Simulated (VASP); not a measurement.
Given:

```
SrO
1.0
    0.00000     2.58594     2.58594
    2.58594     0.00000     2.58594
    2.58594     2.58594     0.00000
Sr O
1 1
Direct
  0.00000   0.00000   0.00000
  0.50000   0.50000   0.50000
```

These are PBE GGA with D4 dispersion, VASP's PBE PAW potentials (set 64) (plane waves; VASP) values and carry that method's errors. Settings: 520 eV cut-off, Gaussian smearing of 0.050 eV, potentials Sr_sv O.

### Question
Give the energies of bands 6 to 11 at the high-symmetry points, in eV from the valence-band maximum.

### Answer

```tsv
band	Γ	X	U	L	W
6	0.00	-0.46	-0.95	-2.14	-1.10
7	0.00	-0.10	-0.57	-1.10	-0.46
8	0.00	-0.10	-0.50	-1.10	-0.46
9	3.86	3.27	4.76	6.48	5.97
10	6.17	7.67	7.82	8.32	5.97
11	6.17	10.06	8.60	8.75	8.49
```

The gap is indirect, 3.27 eV, from the valence maximum at Γ to the conduction minimum at X.

The compound is SrO in the rock salt structure. It was relaxed first.
